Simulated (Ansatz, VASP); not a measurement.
# Cross-check of ZnB2H46C20O8F8 between VASP and Ansatz, part 2 of 2

Wanted: the spread between two codes on one cell, functional and k mesh. The cell is taken from a series of runs on this material, whose earlier steps may have relaxed, scaled, displaced or heated it; both programs get it as it stands.

VASP 6.6.1 and Ansatz 0.2.0.

So far: Starting point; Ansatz: single point, PBE with D4.

### Step 3. VASP: single point, PBE with D4

Level of this step: PBE with D4; plane waves and PAW (C, O, H, B, F, Zn) (VASP).

The same cell, functional and mesh now go to VASP, with its own data sets.

Lines of VASP's logs that name or quote its potential files are left out, and so is its time.

INCAR reads:

```
SYSTEM = ZnB2H46C20O8F8
PREC = Accurate
ENCUT = 600
EDIFF = 1E-06
NELM = 120
ISMEAR = 0
SIGMA = 0.01
LREAL = Auto
ALGO = Normal
GGA = PE
IVDW = 13
NBANDS = 184
LORBIT = 11
LWAVE = .FALSE.
LCHARG = .FALSE.
ISIF = 2
LASPH = .TRUE.
GGA_COMPAT = .FALSE.
EFERMI = MIDGAP
NCORE = 2
```

POSCAR reads:

```
ZnB2H46C20O8F8
1.0
   10.0255400000      0.0000000000      0.0000000000
    0.0000000000     10.0255400000      0.0000000000
    0.0000000000      0.0000000000     10.0255400000
C O H B F Zn
20 8 46 2 8 1
Direct
    0.5365100000      0.0963600000      0.0459300000
    0.5974400000      0.1048800000      0.2746200000
    0.7131400000      0.1507500000      0.3618300000
    0.9454900000      0.1099800000      0.3548000000
    0.5430500000      0.6029800000      0.6951000000
    0.3957800000      0.7394700000      0.8234300000
    0.4633200000      0.7287800000      0.9561300000
    0.2763500000      0.6988100000      0.0942600000
    0.1007300000      0.2523100000      0.0049400000
    0.0165800000      0.3768500000      0.1932000000
    0.9012800000      0.4731100000      0.1404300000
    0.6787800000      0.4372600000      0.0750900000
    0.2456300000      0.1788000000      0.6345200000
    0.2248700000      0.0326200000      0.6490000000
    0.3479500000      0.9755000000      0.5749300000
    0.2956800000      0.1847900000      0.4914000000
    0.0418800000      0.5700900000      0.7154300000
    0.1079900000      0.6579800000      0.6136700000
    0.1700400000      0.5666500000      0.5022200000
    0.9906700000      0.4685000000      0.6110500000
    0.6399400000      0.1414200000      0.1410400000
    0.8328500000      0.1426500000      0.2780700000
    0.4173300000      0.6070400000      0.7579100000
    0.3945100000      0.6351400000      0.0264100000
    0.9954000000      0.2653200000      0.1084900000
    0.7860200000      0.3785100000      0.1529900000
    0.3689500000      0.0658400000      0.4644100000
    0.0869800000      0.4465000000      0.5102000000
    0.4926600000      0.1829600000      0.9922200000
    0.5963200000      0.0403700000      0.9723200000
    0.4611300000      0.0423200000      0.0964300000
    0.4994300000      0.1540800000      0.3059700000
    0.5900800000      0.9967400000      0.2896900000
    0.7092400000      0.2515600000      0.3836500000
    0.7227900000      0.0802400000      0.4566700000
    0.9433300000      0.1889800000      0.4350800000
    0.0349000000      0.1098400000      0.2863600000
    0.9195900000      0.0080000000      0.3971600000
    0.6299000000      0.5599700000      0.7468700000
    0.5283700000      0.5480400000      0.6039800000
    0.5750700000      0.7045200000      0.6670300000
    0.4238800000      0.8228100000      0.7596000000
    0.2820000000      0.7352200000      0.8319000000
    0.5572800000      0.6947600000      0.9441800000
    0.4695700000      0.8273000000      0.0111400000
    0.2671900000      0.8055000000      0.0735300000
    0.2878300000      0.6863100000      0.2026500000
    0.1806600000      0.6472600000      0.0660500000
    0.2077100000      0.2560700000      0.0456800000
    0.0969800000      0.1558100000      0.9590500000
    0.0701900000      0.3370600000      0.9423400000
    0.0139900000      0.3471300000      0.2928700000
    0.1145000000      0.4177100000      0.1697500000
    0.8837500000      0.5476300000      0.2088400000
    0.9299100000      0.5242200000      0.0476300000
    0.6989600000      0.4570000000      0.9651900000
    0.6365900000      0.5297900000      0.1297500000
    0.5984900000      0.3719300000      0.0674200000
    0.1728900000      0.2518700000      0.6537100000
    0.3378300000      0.2086300000      0.6827100000
    0.2408100000      0.0068600000      0.7493400000
    0.1305600000      0.9937500000      0.5958700000
    0.3376000000      0.8726900000      0.5450100000
    0.4360800000      0.9813300000      0.6370100000
    0.2245800000      0.1697900000      0.4211000000
    0.3709000000      0.2715700000      0.4740300000
    0.1218100000      0.5333900000      0.7847700000
    0.9628100000      0.6092000000      0.7777300000
    0.0217400000      0.7049100000      0.5669700000
    0.1821500000      0.7320800000      0.6481100000
    0.2695800000      0.5300000000      0.5311300000
    0.1609100000      0.6006400000      0.3961000000
    0.9869800000      0.3806200000      0.6746200000
    0.9031700000      0.5053900000      0.5645200000
    0.7866000000      0.2161800000      0.7924300000
    0.9308700000      0.8932000000      0.0358800000
    0.9142200000      0.1739400000      0.7483100000
    0.8128400000      0.2293100000      0.9291000000
    0.6912100000      0.1204600000      0.8021100000
    0.7138300000      0.3298000000      0.7519300000
    0.9736700000      0.8401200000      0.1643700000
    0.8040100000      0.8319600000      0.0102200000
    0.0386400000      0.8560800000      0.9517300000
    0.8949000000      0.0206900000      0.0573900000
    0.8232900000      0.1925700000      0.1043300000
```

KPOINTS reads:

```
Automatic mesh
0
Gamma
1 1 1
0 0 0
```

The projector-augmented-wave data sets are C, O, H, B, F and Zn (PBE family, release 64).

The run is started by

```
> mpirun -np 8 vasp_gam
```

Numbers of over 12 decimals in the logs are rounded to 6 here.

The log of the run:

```text
[banner, memory and clock lines left out]
running    8 mpi-ranks, on    1 nodes
[...]
LDA part: xc-table for (Slater+PW92), standard interpolation
 POSCAR, INCAR and KPOINTS ok, starting setup
[...]
entering main loop
       N       E                     dE             d eps       ncg     rms          rms(c)
DAV:   1     0.230202329957E+04    0.23020E+04   -0.13852E+05   368   0.141E+03
DAV:   2    -0.187457929821E+03   -0.24895E+04   -0.23391E+04   456   0.329E+02
DAV:   3    -0.480806447012E+03   -0.29335E+03   -0.29037E+03   448   0.126E+02
DAV:   4    -0.490065393359E+03   -0.92589E+01   -0.92089E+01   464   0.258E+01
[...]
DAV:  17    -0.452310130130E+03    0.11030E-04   -0.32229E-05   520   0.217E-02    0.698E-03
DAV:  18    -0.452310122820E+03    0.73105E-05   -0.10181E-05   488   0.140E-02    0.404E-03
DAV:  19    -0.452310121904E+03    0.91522E-06   -0.32360E-06   424   0.717E-03
   1 F= -.45589248E+03 E0= -.45589248E+03  d E =0.000000E+00
```

OUTCAR, selected parts (step 3):

```text
  FREE ENERGIE OF THE ION-ELECTRON SYSTEM (eV)
  ---------------------------------------------------
  free  energy   TOTEN  =      -455.8924846291 eV

  energy  without entropy=     -455.8924846291  energy(sigma->0) =     -455.89248463

[... 1 further part left out ...]
```

The run ends at a pressure of 3.01 GPa, with forces up to 4.7 eV/Å.

### Step 4. Differences

Known differences besides the potentials themselves: fixed occupations in Ansatz, narrow Gaussian smearing in VASP; the cutoff is 420 eV in Ansatz and 600 eV in VASP (PREC = Accurate, projectors in real space). Total energies have different zeros and are not compared.

The two programs side by side:

```csv
quantity,Ansatz,VASP,difference
pressure (GPa),2.89,3.01,-0.12
gap on the k mesh (eV),4.108,4.102,+0.007
```

Forces on 10 of the 85 atoms, those with the largest forces and the largest differences (eV/Å; atoms numbered as in POSCAR):

```csv
atom,"Ansatz x, y, z","VASP x, y, z"
C7,"-2.480, 2.929, -0.004","-2.346, 3.031, -0.095"
C10,"-0.771, 2.050, -3.186","-0.761, 2.140, -3.088"
O21,"-3.699, -0.980, 0.308","-3.670, -0.949, 0.267"
O24,"-2.471, -0.400, 2.887","-2.515, -0.542, 2.959"
O25,"4.423, -1.029, -0.219","4.448, -1.077, -0.254"
O26,"-0.385, 3.744, -1.751","-0.371, 3.717, -1.690"
H65,"-2.911, 1.100, -2.306","-2.911, 1.101, -2.309"
B76,"-0.012, -4.470, 1.469","0.001, -4.450, 1.437"
F79,"-1.127, -2.417, -1.691","-1.289, -2.578, -1.676"
F80,"1.527, 0.339, -0.762","1.430, 0.488, -0.817"
```

The forces differ by 47 meV/Å r.m.s., which is 3.9 % of the r.m.s. force of 1.201 eV/Å (both taken over all components). A gap on the mesh is an upper bound, since the band edges may lie between its points.

### Step 5. Summary of results

```
r.m.s. force difference (single point, PBE with D4) : 3.9 % of the r.m.s. force
```

What this shows: The r.m.s. force difference is 3.9 % of the r.m.s. force (single point, PBE with D4), beyond the 3 % picked in this series as the mark of a large difference. What causes the difference of the single point, PBE with D4 pair stays open here. Such differences can come from data sets, numerical settings and the points named under the comparisons, not from the functional's error against experiment.

[Lines on the potential files, build, host, timing and source positions are cut from VASP's logs without a mark.]

[Logs are printed without paths, hosts, clocks, repeated set-up lines and the standing remarks that a program may print on its own settings, such as how far it seeks lower states.]

[Hosts, paths, dates, database ids (printed as entryN), source tags and the programs' standing remarks are cut or masked in the printed files.]
